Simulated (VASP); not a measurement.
```xyz
2
Lattice="0.0000 2.4359 2.4359 2.4359 0.0000 2.4359 2.4359 2.4359 0.0000" Properties=species:S:1:pos:R:3 pbc="T T T"
Be     0.0000     0.0000     0.0000
Se     1.2180     1.2180     1.2180
```

The numbers are results of PBE GGA, VASP's PBE PAW potentials (set 64) (plane waves; VASP), not measurements. Settings: 500 eV cut-off, 9×9×9 Γ-centred mesh, Gaussian smearing of 0.050 eV, potentials Be Se.

Estimate the energy per atom (σ→0), pressure.

- energy per atom (σ→0) = -4.273 eV/atom
- pressure = 19.90 GPa

Only differences to runs with the same potentials and settings are physical.

The compound is BeSe in the zinc blende structure. It was relaxed first under an external pressure of 20 GPa.
